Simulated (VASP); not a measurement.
The system is NiMoIrPdW.

```
Ni Mo Pd Ir W
1.0
     4.14670    0.00000    0.00000
    -2.07335    3.59115    0.00000
     0.00000    0.00000    5.41629
Ni Mo Pd Ir W
1 1 1 1 1
Direct
  0.00000 0.00000 0.02221
  0.66667 0.33333 0.45996
  0.33333 0.66667 0.74601
  0.33333 0.66667 0.25641
  0.66667 0.33333 0.99985
```

The cell was built by a generator and needn't be a form met in nature.

| Quantity | Value |
| --- | --- |
| Program | VASP 6.6.1 |
| Task | single point |
| Functional | PBE |
| Potentials or basis | VASP PAW PBE potentials, release 64 (Ni, Mo_sv, Pd, Ir, W_sv) |
| Cutoff | 520 eV |
| k mesh | 7 × 7 × 5 |
| Occupations | fermi-dirac, width 0.05 eV |
| Spin | collinear spin, ferromagnetic start |
| Starting moments | [1.0, 1.0, 0.0, 0.6, 0.0] μB |

On this cell: pressure 0.2 GPa; largest force 0.192 eV/Å; net moment 0.00 μB per cell; band gap on the k mesh none (metal or under the smearing width).

The same run follows on a disturbed copy (atoms moved at random, drawn with an rms of 0.05 Å):

```xyz
5
Lattice="4.1467 0.0000 0.0000 -2.0734 3.5911 0.0000 0.0000 0.0000 5.4163" Properties=species:S:1:pos:R:3 pbc="T T T"
Ni   -0.0218   -0.0171    0.1156
Mo    2.1217    1.2048    2.4677
Pd    0.0063    2.4077    4.0626
Ir   -0.0004    2.4260    1.3696
W     2.0787    1.1781    5.4138
```

Problem. What changes?

Solution. The energy (extrapolated to zero smearing) moves by +8.3 meV/atom; pressure 1.1 GPa; largest force 0.641 eV/Å; net moment 0.00 μB per cell; band gap on the k mesh none (metal or under the smearing width).

Forces on the atoms (eV/Å):
```
Ni   0.389  0.180  0.071
Mo  -0.303  0.180  0.536
Pd   0.077 -0.204 -0.575
Ir   0.191 -0.457  0.339
W   -0.354  0.301 -0.370
```

Stress tensor (GPa, compression positive):
```
 1.12  0.46 -0.14
 0.46  1.25 -0.11
-0.14 -0.11  1.06
```
